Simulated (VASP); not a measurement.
# ScInTeSe (P-6m2) in VASP: density of states with PBE

Aim: the density of states of ScInTeSe with PBE.

All numbers are computed with VASP 6.6.1; they aren't measurements. Logs are shortened: lines on timing, memory, paths and dates and some standing lists are left out, and cuts for length are marked.

## 1. The structure

It takes space group P-6m2 (No. 187, hexagonal). Conventional cell: a = 4.064 Å, b = 4.064 Å, c = 15.854 Å, α = 90.00°, β = 90.00°, γ = 120.00°. Sc (site symmetry 3m) has 3 Se at 2.76 Å and 3 Te at 2.94 Å as nearest neighbours. In (site symmetry -6m2) has 6 Se at 3.28 Å as nearest neighbours. In (site symmetry -6m2) is surrounded by 6 Te at 3.36 Å. Te (site symmetry 3m) is surrounded by 3 Sc at 2.94 Å and 3 In at 3.36 Å. Se (site symmetry 3m) has 3 Sc at 2.76 Å as nearest neighbours.

The cell was built by a generator and needn't be a form met in nature.

## 2. Density of states, PBE

File POSCAR:

```
ScInTeSe
1.0
    4.0643600000      0.0000000000      0.0000000000
   -2.0321800000      3.5198390000      0.0000000000
    0.0000000000      0.0000000000     15.8537300000
Sc In Te Se
2 2 2 2
Direct
    0.0000000000      0.0000000000      0.2637020000
    0.0000000000      0.0000000000      0.7362980000
    0.3333330000      0.6666670000      0.5000000000
    0.6666670000      0.3333330000      0.0000000000
    0.3333330000      0.6666670000      0.1519350000
    0.3333330000      0.6666670000      0.8480650000
    0.6666670000      0.3333330000      0.3549970000
    0.6666670000      0.3333330000      0.6450030000
```

File INCAR.step1:

```
SYSTEM = ScInTeSe
  ALGO = Normal
  EDIFF = 1E-6
  ENCUT = 520
  GGA = PE
  ISIF = 2
  ISMEAR = 0
  KPAR = 2
  LASPH = .True.
  LCHARG = .True.
  LMAXMIX = 4
  LREAL = .False.
  LWAVE = .False.
  NBANDS = 46
  NELM = 80
  PREC = Accurate
  SIGMA = 0.1
```

File KPOINTS.step1:

```
k-points
0
Gamma
  8 8 2
  0 0 0
```

File INCAR.step2:

```
SYSTEM = ScInTeSe
  ALGO = Normal
  EDIFF = 1E-6
  ENCUT = 520
  GGA = PE
  ICHARG = 11
  ISIF = 2
  ISMEAR = -5
  KPAR = 2
  LASPH = .True.
  LCHARG = .False.
  LMAXMIX = 4
  LORBIT = 11
  LREAL = .False.
  LWAVE = .False.
  NBANDS = 46
  NEDOS = 1001
  NELM = 80
  PREC = Accurate
  SIGMA = 0.1
```

File KPOINTS.step2:

```
k-points
0
Gamma
  12 12 3
  0 0 0
```

Potentials or basis: VASP PAW PBE potentials, release 64 (Sc_sv, In_d, Te, Se).

Command:

```
$ cat potpaw_PBE.64/Sc_sv/POTCAR potpaw_PBE.64/In_d/POTCAR potpaw_PBE.64/Te/POTCAR potpaw_PBE.64/Se/POTCAR > POTCAR
$ cp INCAR.step1 INCAR
$ cp KPOINTS.step1 KPOINTS
$ mpirun -np 2 vasp_std > vasp.out
$ cp INCAR.step2 INCAR
$ cp KPOINTS.step2 KPOINTS
$ mpirun -np 2 vasp_std > vasp.out
```

OUTCAR:

```text
SYSTEM = ScInTeSe
   EDIFF = 1E-6
   ENCUT = 520
   GGA = PE
   ICHARG = 11
   ISIF = 2
   ISMEAR = -5
   LASPH = .True.
   LORBIT = 11
   LREAL = .False.
   NELM = 80
   PREC = Accurate

 ion  position               nearest neighbor table
   1  0.000  0.000  0.264-   7 2.76   7 2.76   7 2.76   5 2.94   5 2.94   5 2.94
   2  0.000  0.000  0.736-   8 2.76   8 2.76   8 2.76   6 2.94   6 2.94   6 2.94
   3  0.333  0.667  0.500-   7 3.28   8 3.28   7 3.28   8 3.28   7 3.28   8 3.28
   4  0.667  0.333  0.000-   5 3.36   6 3.36   5 3.36   6 3.36   5 3.36   6 3.36
   5  0.333  0.667  0.152-   1 2.94   1 2.94   1 2.94   4 3.36   4 3.36   4 3.36
   6  0.333  0.667  0.848-   2 2.94   2 2.94   2 2.94   4 3.36   4 3.36   4 3.36
   7  0.667  0.333  0.355-   1 2.76   1 2.76   1 2.76   3 3.28   3 3.28   3 3.28
   8  0.667  0.333  0.645-   2 2.76   2 2.76   2 2.76   3 3.28   3 3.28   3 3.28

  LATTYP: Found a hexagonal cell.
 ALAT       =     4.0643600000
 C/A-ratio  =     3.9006707083

  Lattice vectors:

 A1 = (   4.0643600000,   0.0000000000,   0.0000000000)
 A2 = (  -2.0321800000,   3.5198390000,   0.0000000000)
 A3 = (   0.0000000000,   0.0000000000,  15.8537300000)

Analysis of symmetry for initial positions (statically):
=====================================================================
 Subroutine PRICEL returns:
 Original cell was already a primitive cell.

 Routine SETGRP: Setting up the symmetry group for a
 hexagonal supercell.

 Subroutine GETGRP returns: Found 12 space group operations
 (whereof 12 operations were pure point group operations)
 out of a pool of 24 trial point group operations.

The static configuration has the point symmetry D_3h.

Analysis of symmetry for dynamics (positions and initial velocities):
=====================================================================
 Subroutine PRICEL returns:
 Original cell was already a primitive cell.

 Routine SETGRP: Setting up the symmetry group for a
 hexagonal supercell.

 Subroutine GETGRP returns: Found 12 space group operations
 (whereof 12 operations were pure point group operations)
 out of a pool of 24 trial point group operations.

The dynamic configuration has the point symmetry D_3h.

 Subroutine INISYM returns: Found 12 space group operations
 (whereof 12 operations are pure point group operations),
 and found     1 'primitive' translations

[... 125 lines left out ...]
   IALGO  =     38    algorithm
   IMIX   =      4    mixing-type and parameters
     AMIX     =   0.40;   BMIX     =  1.00
     AMIX_MAG =   1.60;   BMIX_MAG =  1.00
  volume/ion in A,a.u.               =      28.35       191.32
  Fermi-wavevector in a.u.,A,eV,Ry     =   1.116787  2.110421 16.969353  1.247212
  Thomas-Fermi vector in A             =   2.253404
   LORBIT       =     11    0 simple, 1 ext, 2 COOP (PROOUT), +10 PAW based schemes
   GGA     = PE    functional components
   LHFCALC =     F    Hartree Fock is set to
   AEXX    =    0.0000 exact exchange contribution
   IVDW    =     0    specifies the selected vdW correction
   LEPSILON=     F    determine dielectric tensor
   LRPA    =     F    only Hartree local field effects (RPA)
 non-spin polarized calculation
 Fermi weights with tetrahedron method with Bloechl corrections
  energy-cutoff  :      520.00
  volume of cell :      226.80
 maximum number of plane-waves:      6151

 number of electron      72.0000016 magnetization

 Free energy of the ion-electron system (eV)
  ---------------------------------------------------
  ext. energy  EPLUGINS =         0.00000000
  ---------------------------------------------------
  free energy    TOTEN  =       -38.99148046 eV

  energy without entropy =      -38.99148046  energy(sigma->0) =      -38.99148046

 E-fermi :   5.5819     XC(G=0):  -9.3560

 val. band max:        5.6395946943   @ k =   0.0000   0.0000   0.0000
 cond. band min:       5.5540910142   @ k =   0.3333   0.3333   0.0000
 fundamental gap:     -0.0855036801
 Fermi energy:         5.5819185947

 k-point     1 :       0.0000    0.0000    0.0000
  band No.  band energies     occupation
      1     -45.2610      2.00000
      2     -45.2609      2.00000
      3     -23.8754      2.00000
      4     -23.8754      2.00000
      5     -23.8568      2.00000
      6     -23.8568      2.00000
[... 1165 lines left out ...]
     45       7.5010      0.00000
     46       7.5768      0.00000

 [... further k-points ...]

------------------------ aborting loop because EDIFF is reached ----------------------------------------

  FORCE on cell =-STRESS in cart. coord.  units (eV):
  Direction    XX          YY          ZZ          XY          YZ          ZX
  --------------------------------------------------------------------------------------
  -------------------------------------------------------------------------------------
  Total        0.0764043      0.0764043      0.1229478      0.0000000     -0.0000000      0.0000000
  in kB        0.5397364      0.5397364      0.8685304      0.0000000     -0.0000000      0.0000000
  external PRESSURE =       0.6493344 kB  Pullay stress =       0.0000000 kB

 VOLUME and BASIS-vectors are now :
 -----------------------------------------------------------------------------
  energy-cutoff  :      520.00
  volume of cell :      226.80
      direct lattice vectors                 reciprocal lattice vectors
     4.064360000  0.000000000  0.000000000     0.246041197  0.142051952  0.000000000
    -2.032180000  3.519839000  0.000000000     0.000000000  0.284103904  0.000000000
     0.000000000  0.000000000 15.853730000     0.000000000  0.000000000  0.063076639

 POSITION                                       TOTAL-FORCE (eV/Angst)
 -----------------------------------------------------------------------------------
      0.00000      0.00000      4.18066        -0.000000     -0.000000      0.006717
      0.00000      0.00000     11.67307        -0.000000     -0.000000     -0.006717
     -0.00000      2.34656      7.92687         0.000000     -0.000000      0.000000
      2.03218      1.17328      0.00000        -0.000000     -0.000000      0.000000
     -0.00000      2.34656      2.40874        -0.000000      0.000000     -0.003437
     -0.00000      2.34656     13.44499        -0.000000      0.000000      0.003437
      2.03218      1.17328      5.62803         0.000000     -0.000000      0.000900
      2.03218      1.17328     10.22570        -0.000000     -0.000000     -0.000900
 -----------------------------------------------------------------------------------
    total drift:                               -0.000299      0.000173     -0.000000

  FREE ENERGIE OF THE ION-ELECTRON SYSTEM (eV)
  ---------------------------------------------------
  free  energy   TOTEN  =       -38.9914804645 eV

  energy  without entropy=      -38.9914804645  energy(sigma->0) =      -38.99148046

 total charge

# of ion       s       p       d       tot
------------------------------------------
    1        2.177   6.127   0.976   9.279
    2        2.177   6.127   0.976   9.279
    3        1.167   0.204   9.851  11.222
    4        1.139   0.252   9.852  11.244
    5        1.359   2.073   0.022   3.455
    6        1.359   2.073   0.022   3.455
    7        1.450   2.405   0.017   3.872
    8        1.450   2.405   0.017   3.872
--------------------------------------------------
tot         12.278  21.667  21.732  55.678
```

It took 5.1 min on 2 MPI ranks of Intel Xeon Platinum 8488C (Sapphire Rapids), shared host; peak memory 0.54 GiB.

What came out:

```
Valence electrons inside the program's atomic spheres : Sc 9.28; In 11.22, 11.24; Te 3.46; Se 3.87
```

States per cell in windows of 0.5 eV (zero at the Fermi level; states under -8 eV left out):
| from (eV) | total | Sc1_d | Sc2_d | Se7_p | Se8_p | Te5_p | Te6_p |
| --- | --- | --- | --- | --- | --- | --- | --- |
| -8.0 | 0.00 | 0.00 | 0.00 | 0.00 | 0.00 | 0.00 | 0.00 |
| -7.5 | 0.00 | 0.00 | 0.00 | 0.00 | 0.00 | 0.00 | 0.00 |
| -7.0 | 0.26 | 0.00 | 0.00 | 0.01 | 0.01 | 0.01 | 0.01 |
| -6.5 | 1.40 | 0.01 | 0.01 | 0.06 | 0.06 | 0.03 | 0.03 |
| -6.0 | 2.14 | 0.01 | 0.01 | 0.08 | 0.08 | 0.08 | 0.08 |
| -5.5 | 0.36 | 0.00 | 0.00 | 0.02 | 0.02 | 0.02 | 0.02 |
| -5.0 | 2.62 | 0.04 | 0.04 | 0.28 | 0.28 | 0.13 | 0.13 |
| -4.5 | 4.02 | 0.07 | 0.07 | 0.38 | 0.38 | 0.25 | 0.25 |
| -4.0 | 2.21 | 0.06 | 0.06 | 0.23 | 0.23 | 0.14 | 0.14 |
| -3.5 | 4.89 | 0.22 | 0.22 | 0.71 | 0.71 | 0.23 | 0.23 |
| -3.0 | 3.59 | 0.18 | 0.18 | 0.33 | 0.33 | 0.31 | 0.31 |
| -2.5 | 3.76 | 0.16 | 0.16 | 0.21 | 0.21 | 0.45 | 0.45 |
| -2.0 | 2.67 | 0.14 | 0.14 | 0.13 | 0.13 | 0.30 | 0.30 |
| -1.5 | 1.21 | 0.07 | 0.07 | 0.06 | 0.06 | 0.17 | 0.17 |
| -1.0 | 0.27 | 0.01 | 0.01 | 0.02 | 0.02 | 0.03 | 0.03 |
| -0.5 | 0.07 | 0.00 | 0.00 | 0.01 | 0.01 | 0.01 | 0.01 |
| 0.0 | 3.61 | 0.77 | 0.77 | 0.05 | 0.05 | 0.02 | 0.02 |
| 0.5 | 4.45 | 1.16 | 1.16 | 0.04 | 0.04 | 0.05 | 0.05 |
| 1.0 | 7.94 | 2.68 | 2.68 | 0.06 | 0.06 | 0.06 | 0.06 |
| 1.5 | 3.76 | 0.90 | 0.90 | 0.05 | 0.05 | 0.05 | 0.05 |
| 2.0 | 1.39 | 0.30 | 0.30 | 0.04 | 0.04 | 0.03 | 0.03 |
| 2.5 | 0.00 | 0.00 | 0.00 | 0.00 | 0.00 | 0.00 | 0.00 |
| 3.0 | 0.00 | 0.00 | 0.00 | 0.00 | 0.00 | 0.00 | 0.00 |
| 3.5 | 0.00 | 0.00 | 0.00 | 0.00 | 0.00 | 0.00 | 0.00 |
| 4.0 | 0.00 | 0.00 | 0.00 | 0.00 | 0.00 | 0.00 | 0.00 |
| 4.5 | 0.00 | 0.00 | 0.00 | 0.00 | 0.00 | 0.00 | 0.00 |

Caveat: tetrahedron occupations give inexact forces and stress in metals.
